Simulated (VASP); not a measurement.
Here is the system:

```xyz
2
Lattice="3.2678 0.0000 0.0000 0.0000 3.2678 0.0000 0.0000 0.0000 3.2678" Properties=species:S:1:pos:R:3 pbc="T T T"
In     1.6339     1.6339     1.6339
Pd     0.0000     0.0000     0.0000
```

The numbers are results of PBE GGA with D4 dispersion, VASP's PBE PAW potentials (set 64) (plane waves; VASP), not measurements. Settings: 520 eV cut-off, 11×11×11 Γ-centred mesh, first-order Methfessel-Paxton smearing of 0.10 eV, potentials In_d Pd.

Q: Give the energy at these volumes per atom, relative to the lowest: 16.43, 16.96, 17.48, 18.00, 18.53 Å³.

A: 27.3, 6.0, 0.0, 6.6, 23.2 meV/atom. A third-order Birch-Murnaghan fit gives B0 = 128 GPa and B0′ = 6.1.

The compound is PdIn in the CsCl type structure. It was relaxed first.
